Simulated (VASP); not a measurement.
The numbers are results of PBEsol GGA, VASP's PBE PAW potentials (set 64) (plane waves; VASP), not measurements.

VASP input:

**INCAR**
```
ALGO = Normal
DIPOL = 0.5 0.5 0.5
EDIFF = 1E-5
EDIFFG = -0.03
ENCUT = 400
GGA = PS
IBRION = 2
IDIPOL = 3
ISIF = 2
ISMEAR = 1
LASPH = .TRUE.
LCHARG = .FALSE.
LDIPOL = .TRUE.
LMAXMIX = 4
LREAL = .FALSE.
LWAVE = .TRUE.
NELM = 100
NELMIN = 4
NSW = 50
PREC = Normal
SIGMA = 0.1
SYSTEM = Ba(110) slab
```

**KPOINTS**
```
Automatic mesh
0
Gamma
7 7 1
0 0 0
```

File POSCAR:
```
Ba(110) slab
1.0
  4.2400238900   0.0000000000   0.0000000000
 -1.4133409716   3.9975325847   0.0000000000
  0.0000000000   0.0000000000  25.0152483651
Ba
3
Direct
  0.5000000000   0.5000000000   0.3616060000
  0.0000000000   0.0000000000   0.5000000000
  0.5000000000   0.5000000000   0.6383940000
```

POTCAR, in this order: Ba_sv (PBE.64 set). Program: vasp_std.

Output

**OSZICAR**
```
       N       E                     dE             d eps       ncg     rms          rms(c)
DAV:   1     0.241072883897E+03    0.24107E+03   -0.10066E+04   720   0.933E+02
DAV:   2     0.214239167861E+02   -0.21965E+03   -0.21747E+03   848   0.222E+02
DAV:   3    -0.528011861881E+01   -0.26704E+02   -0.26469E+02   887   0.809E+01
DAV:   4    -0.673212210756E+01   -0.14520E+01   -0.14330E+01   970   0.164E+01
DAV:   5    -0.676069909754E+01   -0.28577E-01   -0.28450E-01   997   0.225E+00    0.353E+00
DAV:   6    -0.590562052828E+01    0.85508E+00   -0.37308E+00   878   0.696E+00    0.214E+00
DAV:   7    -0.574709886370E+01    0.15852E+00   -0.41600E-01   901   0.232E+00    0.110E+00
DAV:   8    -0.566208057048E+01    0.85018E-01   -0.33214E-01   906   0.172E+00    0.330E-01
DAV:   9    -0.565855769069E+01    0.35229E-02   -0.53010E-02  1045   0.700E-01    0.227E-01
DAV:  10    -0.566111323344E+01   -0.25555E-02   -0.33434E-02   844   0.574E-01    0.139E-01
DAV:  11    -0.565832546737E+01    0.27878E-02   -0.14927E-02   823   0.303E-01    0.807E-02
DAV:  12    -0.566062263821E+01   -0.22972E-02   -0.18154E-03   726   0.151E-01    0.370E-02
DAV:  13    -0.566166374814E+01   -0.10411E-02   -0.62853E-04   890   0.595E-02    0.270E-02
DAV:  14    -0.566291013118E+01   -0.12464E-02   -0.80157E-04   689   0.837E-02    0.130E-02
DAV:  15    -0.566317655623E+01   -0.26643E-03   -0.10903E-04   727   0.314E-02    0.102E-02
DAV:  16    -0.566335449655E+01   -0.17794E-03   -0.92039E-05   578   0.298E-02    0.378E-03
DAV:  17    -0.566334870558E+01    0.57910E-05   -0.11604E-05   639   0.120E-02
   1 F= -.56633487E+01 E0= -.56637520E+01  d E =-.566335E+01
       N       E                     dE             d eps       ncg     rms          rms(c)
DAV:   1    -0.566362201911E+01   -0.26752E-03   -0.22060E-02   638   0.708E-01    0.213E-02
DAV:   2    -0.566366884474E+01   -0.46826E-04   -0.47131E-04   656   0.115E-01    0.796E-03
DAV:   3    -0.566367749720E+01   -0.86525E-05   -0.22615E-05   820   0.196E-02    0.331E-03
DAV:   4    -0.566368681161E+01   -0.93144E-05   -0.14943E-06   433   0.591E-03
   2 F= -.56636868E+01 E0= -.56640928E+01  d E =-.338106E-03
       N       E                     dE             d eps       ncg     rms          rms(c)
DAV:   1    -0.566411525953E+01   -0.43776E-03   -0.19787E-01   617   0.212E+00    0.662E-02
DAV:   2    -0.566442718925E+01   -0.31193E-03   -0.42921E-03   645   0.349E-01    0.237E-02
DAV:   3    -0.566444446512E+01   -0.17276E-04   -0.19960E-04  1008   0.568E-02    0.101E-02
DAV:   4    -0.566444928927E+01   -0.48241E-05   -0.10990E-05   611   0.135E-02
   3 F= -.56644493E+01 E0= -.56648679E+01  d E =-.110058E-02
       N       E                     dE             d eps       ncg     rms          rms(c)
DAV:   1    -0.566440695787E+01    0.37507E-04   -0.79183E-01   608   0.425E+00    0.133E-01
DAV:   2    -0.566562476414E+01   -0.12178E-02   -0.17158E-02   625   0.701E-01    0.477E-02
DAV:   3    -0.566568839796E+01   -0.63634E-04   -0.81175E-04   992   0.115E-01    0.204E-02
DAV:   4    -0.566569367262E+01   -0.52747E-05   -0.48269E-05   764   0.280E-02
   4 F= -.56656937E+01 E0= -.56661314E+01  d E =-.234497E-02
       N       E                     dE             d eps       ncg     rms          rms(c)
DAV:   1    -0.566196609091E+01    0.37223E-02   -0.31689E+00   608   0.851E+00    0.265E-01
DAV:   2    -0.566682601153E+01   -0.48599E-02   -0.68694E-02   627   0.142E+00    0.952E-02
DAV:   3    -0.566706378560E+01   -0.23777E-03   -0.31722E-03  1000   0.231E-01    0.415E-02
DAV:   4    -0.566708100874E+01   -0.17223E-04   -0.20616E-04   879   0.568E-02    0.212E-02
DAV:   5    -0.566707818585E+01    0.28229E-05   -0.44811E-05   657   0.223E-02
   5 F= -.56670782E+01 E0= -.56674927E+01  d E =-.372948E-02
```

### OUTCAR
```
------------------------ aborting loop because EDIFF is reached ----------------------------------------
  FORCE on cell =-STRESS in cart. coord.  units (eV):
  Direction    XX          YY          ZZ          XY          YZ          ZX
  --------------------------------------------------------------------------------------
  Total        0.0278609     -0.1827242     -0.1049043     -0.2978125      0.0000000      0.0000000
  in kB        0.1052787     -0.6904649     -0.3964046     -1.1253518      0.0000000      0.0000000
  external PRESSURE =      -0.3271970 kB  Pullay stress =       0.0000000 kB
  volume of cell :      424.00
      direct lattice vectors                 reciprocal lattice vectors
     4.240023890  0.000000000  0.000000000     0.235847728  0.083384750  0.000000000
    -1.413340972  3.997532585  0.000000000     0.000000000  0.250154309  0.000000000
     0.000000000  0.000000000 25.015248365     0.000000000  0.000000000  0.039975617
 POSITION                                       TOTAL-FORCE (eV/Angst)
 -----------------------------------------------------------------------------------
      1.41334      1.99877      9.10111         0.000000      0.000000      0.010750
      0.00000      0.00000     12.50762         0.000000      0.000000      0.000000
      1.41334      1.99877     15.91413         0.000000      0.000000     -0.010750
 -----------------------------------------------------------------------------------
    total drift:                                0.000000     -0.000000      0.000000
  FREE ENERGIE OF THE ION-ELECTRON SYSTEM (eV)
  ---------------------------------------------------
  free  energy   TOTEN  =        -5.6670781858 eV

  energy  without entropy=       -5.6683217558  energy(sigma->0) =       -5.66749271

 reached required accuracy - stopping structural energy minimisation
```
(Selected blocks of OUTCAR.)

**CONTCAR**
```
Ba(110) slab
   1.00000000000000
     4.2400238899999998    0.0000000000000000    0.0000000000000000
    -1.4133409716000001    3.9975325847000001    0.0000000000000000
     0.0000000000000000    0.0000000000000000   25.0152483650999997
  Ba
     3
Direct
     0.5000000000000000    0.5000000000000000    0.3638226612763828
     0.0000000000000000    0.0000000000000000    0.5000000000000000
     0.5000000000000000    0.5000000000000000    0.6361773387236173
```

The cell is a thin slab with vacuum, built from Ba (bcc): (110) face.
